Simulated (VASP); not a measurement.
# Nickel with r2SCAN: from relaxation to properties, part 4 of 6

Wanted: the relaxed cell of Nickel and its properties. Left out of this account: 1 further run (core levels: core levels are not valid at this level). The start is a cell from a database of measured crystal structures.

VASP 6.6.1, plane waves and PAW; the level of theory is named at each step.

Still holding for the runs below: The magnetic order is the lowest of the few collinear ones that converged above; longer or canted patterns were not tried. The k-mesh is coarse for a metal.

So far, largest spin moment in the PAW sphere (μB): step 2 (magnetic order: ferromagnetic) 0.778; step 3 (magnetic order: antiferromagnetic, q = (0, 0, 1/2)) 0.568; step 4 (magnetic order: antiferromagnetic, q = (1/2, 1/2, 0)) 0.29; step 7 (full relaxation (r2SCAN)) 0.661.

### 9. Single point with fields (r2SCAN)

Level of this step: r2SCAN, spin-polarised from a ferromagnetic start (one magnetic atom a cell); plane waves and PAW (Ni) (VASP).

The relaxed cell gets a fresh self-consistent run, on a basis set for its own volume, to fix the density and to check the remaining stress.

Input file INCAR:

```
SYSTEM = Ni
PREC = Accurate
ENCUT = 400
EDIFF = 1E-06
NELM = 100
ISMEAR = 1
SIGMA = 0.2
LREAL = .FALSE.
ALGO = Normal
METAGGA = R2SCAN
LASPH = .TRUE.
NBANDS = 12
ISPIN = 2
MAGMOM = 0.78
LMAXMIX = 4
LORBIT = 11
LWAVE = .FALSE.
LCHARG = .TRUE.
ISIF = 2
LELF = .TRUE.
LVHAR = .TRUE.
```

Input file POSCAR:

```
Ni
1.0
    0.0000000000      1.7363269909      1.7363269909
    1.7363269909      0.0000000000      1.7363269909
    1.7363269909      1.7363269909      0.0000000000
Ni
1
Direct
    0.0000000000      0.0000000000      0.0000000000
```

Input file KPOINTS:

```
Automatic mesh
0
Gamma
11 11 11
0 0 0
```

The projector-augmented-wave data sets are Ni (PBE family, release 64).

On the command line:

```
$ mpirun -np 4 vasp_std
```

The program printed:

```text
[banner, memory and clock lines left out]
running    4 mpi-ranks, on    1 nodes
 distrk:  each k-point on    4 cores,    1 groups
 distr:  one band on    1 cores,    4 groups

 POSCAR found type information on POSCAR Ni
 POSCAR found :  1 types and       1 ions
 [... a notice as in an earlier step ...]

 LDA part: xc-table for (None), standard interpolation
 POSCAR, INCAR and KPOINTS ok, starting setup
 FFT: planning ... GRIDC
 FFT: planning ... GRID_SOFT
 FFT: planning ... GRID
 WAVECAR not read
 entering main loop
       N       E                     dE             d eps       ncg     rms          rms(c)
DAV:   1     0.186303896975E+02    0.18630E+02   -0.38506E+03  2792   0.905E+02
DAV:   2    -0.133922089269E+02   -0.32023E+02   -0.30366E+02  2948   0.158E+02
DAV:   3    -0.142530469580E+02   -0.86084E+00   -0.85451E+00  3048   0.295E+01
DAV:   4    -0.142601315735E+02   -0.70846E-02   -0.70833E-02  3236   0.234E+00
DAV:   5    -0.142602683806E+02   -0.13681E-03   -0.13681E-03  3220   0.292E-01    0.109E+01
DAV:   6    -0.124317162767E+02    0.18286E+01   -0.19696E+01  3496   0.611E+01    0.729E+00
DAV:   7    -0.119367384128E+02    0.49498E+00   -0.39281E+00  3332   0.224E+01    0.232E+00
DAV:   8    -0.119345179285E+02    0.22205E-02   -0.37427E-02  3144   0.185E+00    0.118E+00
DAV:   9    -0.119325852612E+02    0.19327E-02   -0.28477E-03  3704   0.508E-01    0.402E-01
[... 1 cycle as in an earlier step ...]
DAV:  11    -0.119319773587E+02   -0.35315E-04   -0.20213E-04  3412   0.182E-01    0.400E-02
DAV:  12    -0.119319831571E+02   -0.57984E-05   -0.10662E-05  3012   0.330E-02    0.246E-02
DAV:  13    -0.119319797373E+02    0.34198E-05   -0.17026E-05  3352   0.492E-02    0.711E-03
DAV:  14    -0.119319811246E+02   -0.13873E-05   -0.42736E-07  1868   0.736E-03    0.391E-03
DAV:  15    -0.119319827700E+02   -0.16454E-05   -0.56053E-07  1528   0.712E-03    0.114E-03
DAV:  16    -0.119319834035E+02   -0.63357E-06   -0.11583E-07  1480   0.428E-03
   1 F= -.11931983E+02 E0= -.11930956E+02  d E =-.308174E-02  mag=     0.6427
```

Wall time 8.2 s (4 MPI ranks of Intel Xeon 6975P-C (Granite Rapids), shared host); peak memory 0.39 GiB; 31 s of CPU time.

Parts of OUTCAR (step 9):

```text
   NELECT =      10.0000    total number of electrons

 E-fermi :   9.8630

  Total       -0.0054050     -0.0054050     -0.0054050      0.0000000      0.0000000     -0.0000000
  in kB       -0.8271433     -0.8271433     -0.8271433      0.0000000      0.0000000     -0.0000000
  external PRESSURE =      -0.8271433 kB  Pullay stress =       0.0000000 kB

 POSITION                                       TOTAL-FORCE (eV/Angst)
 -----------------------------------------------------------------------------------
      0.00000      0.00000      0.00000        -0.000000     -0.000000      0.000000
 -----------------------------------------------------------------------------------
    total drift:                                0.000000      0.000000     -0.000000

  FREE ENERGIE OF THE ION-ELECTRON SYSTEM (eV)
  ---------------------------------------------------
  free  energy   TOTEN  =       -11.9319834035 eV

  energy  without entropy=      -11.9289016682  energy(sigma->0) =      -11.93095616

[... 23 parts as in an earlier step ...]

[... 2 further parts left out ...]
```

With spin, VASP writes an ELF for each channel.

This step gave:

```yaml
scf_cycles: 16
```

Valence electrons inside each PAW sphere by angular momentum. Sphere charges, by row:

```
atom  s (e)  p (e)  d (e)  tot (e)
 Ni1  0.529  0.552  8.334    9.415
```

Spin density in the ac plane of the conventional cell at fractional y = 0.000, with atoms of Ni within 0.2 Å of it.

Values in e/Å³, 14 rows by 14 columns, each cell a mean:
```
1.1 0.8 0.3 0.0 0.0 0.0 0.0 0.0 0.0 0.0 0.0 0.1 0.5 1.0
0.5 0.4 0.1 0.0 0.0 0.0 0.0 0.0 0.0 0.0 0.0 0.0 0.2 0.5
0.1 0.1 0.0 0.0 0.0 0.0 0.0 0.0 0.0 0.0 0.0 0.0 0.0 0.1
0.0 0.0 0.0 0.0 0.0 0.0 0.0 0.0 0.0 0.0 0.0 0.0 0.0 0.0
0.0 0.0 0.0 0.0 0.0 0.1 0.3 0.3 0.2 0.1 0.0 0.0 0.0 0.0
0.0 0.0 0.0 0.0 0.1 0.4 0.8 0.9 0.7 0.2 0.0 0.0 0.0 0.0
0.0 0.0 0.0 0.0 0.1 0.5 1.1 1.4 0.9 0.3 0.0 0.0 0.0 0.0
0.0 0.0 0.0 0.0 0.1 0.5 1.0 1.1 0.8 0.3 0.0 0.0 0.0 0.0
0.0 0.0 0.0 0.0 0.0 0.2 0.5 0.5 0.4 0.1 0.0 0.0 0.0 0.0
0.0 0.0 0.0 0.0 0.0 0.0 0.1 0.1 0.1 0.0 0.0 0.0 0.0 0.0
0.0 0.0 0.0 0.0 0.0 0.0 0.0 0.0 0.0 0.0 0.0 0.0 0.0 0.0
0.3 0.2 0.1 0.0 0.0 0.0 0.0 0.0 0.0 0.0 0.0 0.0 0.1 0.3
0.9 0.7 0.2 0.0 0.0 0.0 0.0 0.0 0.0 0.0 0.0 0.1 0.4 0.8
1.4 0.9 0.3 0.0 0.0 0.0 0.0 0.0 0.0 0.0 0.0 0.1 0.5 1.1
```
Columns run along a (3.5 Å), rows up along c (3.5 Å), edges of the conventional cell, whose origin can differ from the input's. Atoms in or near the plane, at fractional coordinates: Ni at (0.00, 0.00), Ni at (0.50, 0.50).

Electrostatic potential energy in the ac plane of the conventional cell at fractional y = 0.000, with atoms of Ni within 0.2 Å of it. With pseudopotentials it is smooth inside the atoms' cores, unlike the true potential.

Values in eV, 14 rows by 14 columns, each cell a mean:
```
-93 -77 -39 -13  -2   1   2   3   2   0  -5 -19 -55 -86
-63 -49 -23  -8  -1   1   1   1   1   0  -3 -12 -33 -55
-22 -17  -9  -3  -1  -1  -2  -3  -2  -1  -2  -5 -12 -19
 -6  -5  -2  -2  -3  -8 -13 -15 -12  -6  -2  -2  -3  -5
  0   0   0  -2  -9 -23 -39 -46 -34 -16  -6  -1   0   0
  2   2   0  -5 -17 -49 -77 -86 -70 -34 -12  -2   1   2
  3   2   0  -6 -22 -63 -93 -98 -86 -46 -15  -3   1   3
  3   2   0  -5 -19 -55 -86 -93 -77 -39 -13  -2   1   2
  1   1   0  -3 -12 -33 -55 -63 -49 -23  -8  -1   1   1
 -3  -2  -1  -2  -5 -12 -19 -22 -17  -9  -3  -1  -1  -2
-15 -12  -6  -2  -2  -3  -5  -6  -5  -2  -2  -3  -8 -13
-46 -34 -16  -6  -1   0   0   0   0   0  -2  -9 -23 -39
-86 -70 -34 -12  -2   1   2   2   2   0  -5 -17 -49 -77
-98 -86 -46 -15  -3   1   3   3   2   0  -6 -22 -63 -93
```
Columns run along a (3.5 Å; values clipped at the 3rd and 97th percentile), rows up along c (3.5 Å), edges of the conventional cell, whose origin can differ from the input's. Atoms in or near the plane, at fractional coordinates: Ni at (0.00, 0.00), Ni at (0.50, 0.50).

Valence density in the ac plane of the conventional cell at fractional y = 0.000, with atoms of Ni within 0.2 Å of it. It is the smooth field of the valence electrons, not physical close to the nuclei.

Ten even steps from '_' (0 e/Å³) to '@' (13 e/Å³), each cell a mean:
```
%%++::__________________--**
==--..__________________..--
..__________________________
____________________________
__________..::::..__________
__________--++##++..________
________..==%%@@##::________
__________--**%%++::________
__________..--==--..________
______________..____________
____________________________
::..____________________..::
##++..__________________--++
@@##::________________..==%%
```
Columns run along a (3.5 Å), rows up along c (3.5 Å), edges of the conventional cell, whose origin can differ from the input's. Atoms in or near the plane, at fractional coordinates: Ni at (0.00, 0.00), Ni at (0.50, 0.50).

In this run the pressure is -0.08 GPa, small enough to go on.

### 10. Bands along the symmetry lines (r2SCAN)

Levels along the symmetry lines show where the bands peak and cross; KPOINTS_OPT computes them in the converged potential.

Input file INCAR:

```
SYSTEM = Ni
PREC = Accurate
ENCUT = 400
EDIFF = 1E-06
NELM = 100
ISMEAR = 1
SIGMA = 0.2
LREAL = .FALSE.
ALGO = Normal
METAGGA = R2SCAN
LASPH = .TRUE.
NBANDS = 17
ISPIN = 2
MAGMOM = 0.661
LMAXMIX = 4
LORBIT = 11
LWAVE = .FALSE.
LCHARG = .FALSE.
KPAR = 4
```

POSCAR is that of step 9.

KPOINTS is that of step 9.

Input file KPOINTS_OPT:

```
Line mode
16
Line-mode
Reciprocal
  0.00000000   0.00000000   0.00000000 GAMMA
  0.50000000   0.00000000   0.50000000 X

  0.50000000   0.00000000   0.50000000 X
  0.50000000   0.25000000   0.75000000 W

  0.50000000   0.25000000   0.75000000 W
  0.37500000   0.37500000   0.75000000 K

  0.37500000   0.37500000   0.75000000 K
  0.00000000   0.00000000   0.00000000 GAMMA

  0.00000000   0.00000000   0.00000000 GAMMA
  0.50000000   0.50000000   0.50000000 L

  0.50000000   0.50000000   0.50000000 L
  0.62500000   0.25000000   0.62500000 U

  0.62500000   0.25000000   0.62500000 U
  0.50000000   0.25000000   0.75000000 W

  0.50000000   0.25000000   0.75000000 W
  0.50000000   0.50000000   0.50000000 L

  0.50000000   0.50000000   0.50000000 L
  0.37500000   0.37500000   0.75000000 K

  0.62500000   0.25000000   0.62500000 U
  0.50000000   0.00000000   0.50000000 X
```

On the command line:

```
$ mpirun -np 4 vasp_std
```

The program printed:

```text
[... set-up lines as in an earlier step ...]
 entering main loop
       N       E                     dE             d eps       ncg     rms          rms(c)
DAV:   1     0.237195116072E+02    0.23720E+02   -0.33961E+03  4248   0.646E+02
DAV:   2    -0.128715779416E+02   -0.36591E+02   -0.33853E+02  4242   0.138E+02
DAV:   3    -0.142563223546E+02   -0.13847E+01   -0.13579E+01  4719   0.273E+01
DAV:   4    -0.142614559981E+02   -0.51336E-02   -0.51327E-02  4739   0.157E+00
DAV:   5    -0.142614736808E+02   -0.17683E-04   -0.17683E-04  4816   0.915E-02    0.108E+01
DAV:   6    -0.124343056621E+02    0.18272E+01   -0.18203E+01  5235   0.430E+01    0.716E+00
DAV:   7    -0.119366155011E+02    0.49769E+00   -0.36744E+00  4673   0.156E+01    0.235E+00
DAV:   8    -0.119345821926E+02    0.20333E-02   -0.38145E-02  4499   0.136E+00    0.117E+00
DAV:   9    -0.119325983430E+02    0.19838E-02   -0.32318E-03  5416   0.400E-01    0.390E-01
DAV:  10    -0.119319377832E+02    0.66056E-03   -0.41670E-03  5129   0.581E-01    0.794E-02
DAV:  11    -0.119319838646E+02   -0.46081E-04   -0.20194E-04  4679   0.127E-01    0.445E-02
DAV:  12    -0.119319840149E+02   -0.15028E-06   -0.16347E-05  4346   0.322E-02    0.257E-02
DAV:  13    -0.119319796176E+02    0.43972E-05   -0.17716E-05  4795   0.397E-02    0.827E-03
DAV:  14    -0.119319820571E+02   -0.24395E-05   -0.85415E-07  3358   0.740E-03    0.340E-03
DAV:  15    -0.119319827606E+02   -0.70351E-06   -0.37155E-07  2104   0.443E-03
   1 F= -.11931983E+02 E0= -.11930956E+02  d E =-.307900E-02  mag=     0.6426
 Start KPOINTS_OPT (optional k-point list driver)
k-point batch [1-56\160]
       N       E                     dE             ncg
DAV:   1     0.641469579269E+04   -0.18794E+05     4092
DAV:   2     0.419729368690E+04   -0.22174E+04     4184
DAV:   3     0.411068276149E+04   -0.86611E+02     4708
DAV:   4     0.411034561436E+04   -0.33715E+00     4666
DAV:   5     0.411034433530E+04   -0.12791E-02     4816
DAV:   6     0.411034432747E+04   -0.78290E-05     4497
DAV:   7     0.411034432735E+04   -0.11865E-06     3946
[...]
k-point batch [113-160\160]
       N       E                     dE             ncg
DAV:   1     0.996168415181E+04   -0.19338E+05     3506
DAV:   2     0.807084797664E+04   -0.18908E+04     3692
DAV:   3     0.799548220790E+04   -0.75366E+02     3997
DAV:   4     0.799520881389E+04   -0.27339E+00     3847
DAV:   5     0.799520787618E+04   -0.93770E-03     3876
DAV:   6     0.799520787075E+04   -0.54326E-05     3615
DAV:   7     0.799520787064E+04   -0.11305E-06     3119
```

Wall time 11 s (4 MPI ranks); peak memory 0.51 GiB.

From OUTCAR (step 10):

```text
   k-points           NKPTS =     56   k-points in BZ     NKDIM =     56   number of bands    NBANDS=     17

   NELECT =      10.0000    total number of electrons

 E-fermi :   9.8631

 spin component 1
 k-point     1 :       0.0000    0.0000    0.0000
  band No.  band energies     occupation
    ...
      2       6.9097      1.00000
      3       6.9098      1.00000
      4       6.9098      1.00000
      5       8.2524      1.00000
      6       8.2524      1.00000
      7      34.7560      0.00000
      8      39.2228      0.00000
      9      39.2228      0.00000
     10      39.2234      0.00000
     11      41.9928      0.00000
    ...

 k-point     2 :       0.0909    0.0000    0.0000
  band No.  band energies     occupation
    ...
      2       6.8249      1.00000
      3       6.9837      1.00000
      4       6.9838      1.00000
      5       8.2225      1.00000
      6       8.2226      1.00000
      7      33.3666      0.00000
      8      36.4605      0.00000
      9      38.4659      0.00000
     10      38.4664      0.00000
     11      43.1008      0.00000
    ...

  Total       -0.0098688     -0.0098688     -0.0098688      0.0000000      0.0000000      0.0000000
  in kB       -1.5102529     -1.5102529     -1.5102529      0.0000000      0.0000000      0.0000000
  external PRESSURE =      -1.5102529 kB  Pullay stress =       0.0000000 kB

 POSITION                                       TOTAL-FORCE (eV/Angst)
 -----------------------------------------------------------------------------------
      0.00000      0.00000      0.00000         0.000000      0.000000      0.000000
 -----------------------------------------------------------------------------------
    total drift:                               -0.000000      0.000000      0.000000

  FREE ENERGIE OF THE ION-ELECTRON SYSTEM (eV)
  ---------------------------------------------------
  free  energy   TOTEN  =       -11.9319827606 eV

  energy  without entropy=      -11.9289037579  energy(sigma->0) =      -11.93095643

[... 9 parts as in an earlier step ...]

[... 13 further parts left out ...]
```

This step gave:

- SCF cycles: 15
- bands: 17
- pressure: -0.1510 GPa
- moment of the cell, from the last line of the log: 0.6426 μB

Spin up. Electronic bands along the path, in eV, zero at the Fermi level; # counts the bands kept:

```
          point     #2     #3     #4     #5     #6     #7
              Γ  -2.95  -2.95  -2.95  -1.61  -1.61  24.89
0.47 of the way  -3.84  -2.22  -2.16  -2.16  -1.28  21.06
              X  -4.84  -0.87  -0.87  -0.85   2.53   9.74
0.47 of the way  -4.58  -2.00  -1.16  -0.87   4.29   9.91
              W  -3.61  -3.61  -1.68  -0.87   8.12   8.12
0.47 of the way  -4.12  -3.00  -1.56  -0.96   6.61   8.08
              K  -4.29  -2.58  -1.44  -1.14   5.96   7.63
0.47 of the way  -3.62  -2.88  -2.17  -2.09  -0.51  15.03
              Γ  -2.95  -2.95  -2.95  -1.61  -1.61  24.89
0.53 of the way  -3.25  -2.69  -2.69  -1.52  -1.52  14.38
              L  -2.89  -2.89  -0.96  -0.96  -0.46   5.98
0.47 of the way  -3.36  -2.72  -2.44  -1.04   2.49   6.25
              U  -4.29  -2.58  -1.44  -1.14   5.96   7.63
0.47 of the way  -4.17  -2.92  -1.54  -0.99   6.46   7.98
              W  -3.61  -3.61  -1.68  -0.87   8.12   8.12
0.47 of the way  -3.68  -3.09  -2.13  -1.08   3.72   6.52
              L  -2.89  -2.89  -0.96  -0.96  -0.46   5.98
0.53 of the way  -3.50  -2.86  -2.31  -1.06   3.02   6.34
              K  -4.29  -2.58  -1.44  -1.14   5.96   7.63
      jump to U  -4.29  -2.58  -1.44  -1.14   5.96   7.63
0.53 of the way  -4.71  -1.49  -1.01  -0.93   3.52   9.80
              X  -4.84  -0.87  -0.87  -0.85   2.53   9.74
```

The electronic bands as a text plot (rows in eV, shown from -8.0 to 6.0 only):

```
    5.7 |           *    *                    **        *
    5.1 |                                           *         *
    4.5 |                 *                                 *
    3.9 |          *                         *
    3.4 |                                            *         *
    2.8 |        **                         *              *    *
    2.2 |
    1.6 |       *          *                          *   *
    1.0 |                   *              *           *
    0.4 |                                                *
   -0.1 |                                 *
   -0.7 |      *********     *           ***     ***   ****    **
   -1.3 | ******  ***  ****   ***     *** * *****   ***    *****
   -1.9 |******    * **  *************  *  * **  ****  * *  *
   -2.5 |  ***      *   *     **     ***   **  *     **   ** **
   -3.0 |***         * * ** **  ************ ** **   ********
   -3.6 |   *        **   ******            **    ****     **
   -4.2 |    **     ********                 ********       ***
   -4.8 |      ******   *   *               *  *     **    *  ***
   -5.4 |      ****                     ****           ****     *
   -6.0 |     *              *         *
   -6.5 |    *
   -7.1 |                     *       *
   -7.7 |   *
         Γ       X    W  K        Γ      L     U  W     L   K|U X
```

Spin down. Electronic bands along the path, in eV, zero at the Fermi level; # counts the bands kept:

```
          point     #1     #2     #3     #4     #5     #6     #7
              Γ  -9.92  -1.75  -1.75  -1.75  -0.95  -0.95  24.63
0.47 of the way  -7.14  -2.77  -1.67  -0.91  -0.91  -0.60  21.23
              X  -4.89  -3.92  -0.16   0.52   0.52   2.27  10.04
0.47 of the way  -4.51  -3.66  -1.00  -0.49   0.52   4.42  10.18
              W  -3.90  -2.70  -2.70  -1.04   0.52   8.31   8.31
0.47 of the way  -3.97  -3.24  -2.08  -0.92   0.41   6.82   8.29
              K  -4.07  -3.49  -1.65  -0.78   0.23   6.18   7.84
0.47 of the way  -6.01  -2.60  -2.07  -1.47  -0.90   0.44  15.21
              Γ  -9.92  -1.75  -1.75  -1.75  -0.95  -0.95  24.63
0.53 of the way  -7.21  -2.29  -1.72  -1.72  -0.60  -0.60  14.60
              L  -4.84  -2.07  -2.07  -0.68   0.15   0.15   6.60
0.47 of the way  -4.14  -2.89  -1.87  -1.64   0.12   2.81   6.78
              U  -4.07  -3.49  -1.65  -0.78   0.23   6.18   7.84
0.47 of the way  -3.99  -3.30  -1.99  -0.89   0.38   6.67   8.20
              W  -3.90  -2.70  -2.70  -1.04   0.52   8.31   8.31
0.47 of the way  -3.71  -3.26  -2.18  -1.38   0.14   4.01   6.98
              L  -4.84  -2.07  -2.07  -0.68   0.15   0.15   6.60
0.53 of the way  -3.97  -3.06  -1.97  -1.52   0.11   3.33   6.84
              K  -4.07  -3.49  -1.65  -0.78   0.23   6.18   7.84
      jump to U  -4.07  -3.49  -1.65  -0.78   0.23   6.18   7.84
0.53 of the way  -4.69  -3.79  -0.41  -0.32   0.46   3.58  10.09
              X  -4.89  -3.92  -0.16   0.52   0.52   2.27  10.04
```

The electronic bands as a text plot (rows in eV, shown from -8.0 to 6.6 only):

```
    6.3 |               **                    ***       *    *
    5.7 |           *
    5.1 |                 *                         *       * *
    4.5 |                                    *
    3.9 |          *                                           *
    3.3 |                                            *     *
    2.6 |         *        *                *                   *
    2.0 |        *                                    *   *
    1.4 |       *           *              *           *
    0.8 |        *****                            *      *
    0.2 |      ** *   *****  *          ********** **************
   -0.4 |   ********       ** **      **                *     ***
   -1.0 |****      ********  *********   **  ********    *  ***
   -1.6 |******     *   *  **************  ** ***    ***  ** *
   -2.2 | **         * * **  ****   ******** *   *  ** *** **
   -2.8 |   **       **    ***              *    *** **   **
   -3.4 |     **   **  ****                  ****   *       ***
   -4.0 |       *** ****** *                * ****** **    * ****
   -4.7 |       ****        *            ***           ****    **
   -5.3 |      *                        *
   -5.9 |     *              *         *
   -6.5 |    *
   -7.1 |                             *
   -7.7 |   *                 *
         Γ       X    W  K        Γ      L     U  W     L   K|U X
```

There is no gap at this level.

Spin up: of the bands kept, 1 crosses the Fermi level on this path. Spin down: of the bands kept, 3 cross the Fermi level on this path.

(Part 4 of 6 ends here.)

[Lines on the potential files, build, host, timing and source positions are cut from VASP's logs without a mark.]

[Logs are printed without paths, hosts, clocks, repeated set-up lines and the standing remarks that a program may print on its own settings, such as how far it seeks lower states.]

[Hosts, paths, dates, database ids (printed as entryN), source tags and the programs' standing remarks are cut or masked in the printed files.]

[A measured line is paired with the nearest computed mode of its activity, which favours agreement.]
